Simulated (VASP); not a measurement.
The system is Ag.

```
Ag
1.0
     0.00000    2.03000    2.03000
     2.03000    0.00000    2.03000
     2.03000    2.03000    0.00000
Ag
1
Direct
  0.00000 0.00000 0.00000
```

The cell was built by a generator and needn't be a form met in nature.

* Program: VASP 6.6.1
* Task: relaxation of cell and atoms
* Functional: PBE
* Potentials or basis: VASP PAW PBE potentials, release 64 (Ag)
* Cutoff: 600 eV
* k mesh: 18 × 18 × 18
* Occupations: methfessel-paxton, width 0.1 eV
* Spin: no spin polarisation

At the start: pressure 7.0 GPa; volume 16.73 Å³/atom.

Task: Where does the relaxation end?

Result: Over 6 steps the energy falls by 21.3 meV/atom and the volume is 17.80 Å³/atom (+6.4 %); space group Fm-3m (No. 225, to 0.05 Å).

Step by step:
| step | energy change (eV) | largest force (eV/Å) | pressure (GPa) | volume (Å³) |
| --- | --- | --- | --- | --- |
| 1 | 0.0000 | 0.0000 | 6.99 | 16.73 |
| 2 | -0.0129 | 0.0000 | -3.61 | 18.56 |
| 3 | -0.0213 | 0.0000 | 0.16 | 17.80 |
| 4 | -0.0213 | 0.0000 | -0.15 | 17.83 |
| 5 | -0.0213 | 0.0000 | 0.05 | 17.79 |
| 6 | -0.0213 | 0.0000 | 0.00 | 17.80 |

Final structure:
```cif
data_structure
_symmetry_space_group_name_H-M 'P 1'
_symmetry_Int_Tables_number 1
_cell_length_a 2.9308
_cell_length_b 2.9308
_cell_length_c 2.9308
_cell_angle_alpha 60.000
_cell_angle_beta 60.000
_cell_angle_gamma 60.000
_cell_volume 17.80
loop_
_atom_site_label
_atom_site_type_symbol
_atom_site_fract_x
_atom_site_fract_y
_atom_site_fract_z
_atom_site_occupancy
Ag1 Ag 0.00000 0.00000 0.00000 1
```
